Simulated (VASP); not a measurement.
An input for Ansatz (written as the equivalent of a VASP run, and not itself run):

Ansatz 0.2 input:
```yaml
crystal:
  lattice:
    - [4.1935973, 0.0000000, 0.0000000]
    - [-2.0967987, 3.6317618, 0.0000000]
    - [0.0000000, 0.0000000, 6.9042195]
  atoms:
    - { symbol: Cu, position: [0.6666670, 0.3333330, 0.8728545] }
    - { symbol: Cu, position: [0.3333330, 0.6666670, 0.3728545] }
    - { symbol: I, position: [0.6666670, 0.3333330, 0.5021455] }
    - { symbol: I, position: [0.3333330, 0.6666670, 0.0021455] }
kpoints:
  mp_grid: { grid: [6, 6, 3] }
hamiltonian:
  xc: r2scan
  pseudopotentials: { kind: paw }
scf:
  occupations: { method: gaussian, width: 0.05 }
  max_iter: 100
relax:
  max_steps: 60
  f_tol: 0.02
  cell: {}
output: { forces: true, stress: true, eigenvalues: true }
```

Problem. Translate this input to VASP (INCAR, KPOINTS, POSCAR, choice of POTCAR).

Solution. One answer among several that fit: 
INCAR:
```
ALGO  =  Normal
EDIFF  =  1E-6
EDIFFG  =  -0.02
ENCUT  =  400
IBRION  =  2
ISIF  =  3
ISMEAR  =  0
LASPH  =  .TRUE.
LCHARG  =  .FALSE.
LMAXMIX  =  4
LMIXTAU  =  .TRUE.
LREAL  =  .FALSE.
LWAVE  =  .FALSE.
METAGGA  =  R2SCAN
NELM  =  100
NSW  =  60
PREC  =  Accurate
SIGMA  =  0.05
SYSTEM  =  CuI
```

**POSCAR**
```
CuI
1
    4.1935973041     0.0000000000     0.0000000000
   -2.0967986521     3.6317617928     0.0000000000
    0.0000000000     0.0000000000     6.9042194837
Cu I
2 2
Direct
  0.6666670000   0.3333330000   0.8728545253
  0.3333330000   0.6666670000   0.3728545253
  0.6666670000   0.3333330000   0.5021454747
  0.3333330000   0.6666670000   0.0021454747
```

**KPOINTS**
```
kpoints
0
gamma
6 6 3
```

POTCAR, in this order: Cu I (PBE.64 set). Program: vasp_std.

The two are equivalent in intent, not identical: each code has its own PAW files, so the cut-off isn't converted (ENCUT is set for VASP's; basis.ecutwfc is left out, and Ansatz then takes the one that its files recommend); Ansatz stops its SCF on the density residual and VASP on the energy change (EDIFF).

The structure comes from a computed database's CuI entry (P6_3mc); how it stands against other phases isn't given here. This run relaxes it. Symmetry was kept, so distortions that lower it aren't found. The start is the result of an earlier pass.
